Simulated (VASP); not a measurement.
BiS:

```
Bi S
1.0
     2.10927    1.21779    3.50049
    -2.10927    1.21779    3.50049
     0.00000   -2.43558    3.50049
Bi S
1 1
Cartesian
  0.0000 0.0000 0.0000
  0.0000 0.0000 5.2507
```

The cell was built by a generator and needn't be a form met in nature.

* Program: VASP 6.6.1
* Task: relaxation of cell and atoms
* Functional: SCAN
* Dispersion: D3
* Potentials or basis: VASP PAW PBE potentials, release 64 (Bi_d, S)
* Cutoff: 600 eV
* k mesh: 8 × 8 × 8
* Occupations: fermi-dirac, width 0.05 eV
* Spin: no spin polarisation

At the start: pressure -3.2 GPa; volume 26.97 Å³/atom.

**Question.** How do energy, volume and symmetry change on relaxing?

**Answer.** Over 8 steps the energy falls by 76.4 meV/atom and the volume is 24.50 Å³/atom (-9.2 %); space group R-3m (No. 166, to 0.05 Å).

The path:
```csv
step,energy change (eV),largest force (eV/Å),pressure (GPa),volume (Å³)
1,0.0000,0.0000,-3.23,53.95
2,-0.0253,0.0000,1.79,49.81
3,-0.0315,0.0000,0.08,51.02
4,-0.0348,0.0000,0.10,50.96
5,-0.0499,0.0000,0.11,50.77
6,-0.0881,0.0000,0.14,50.31
7,-0.1527,0.0000,0.02,49.06
8,-0.1527,0.0000,0.01,49.01
```

Final structure:
```
CELL_PARAMETERS angstrom
1.89706 1.09527 3.93089
-1.89706 1.09527 3.93089
0.00000 -2.19054 3.93089
ATOMIC_POSITIONS crystal
Bi 0.00000 0.00000 0.00000
S 0.50000 0.50000 0.50000
```

Caveat: the PAW data sets were made with another functional, which shifts forces and pressure a little; pairwise dispersion overbinds metals, which lowers pressure and volume.
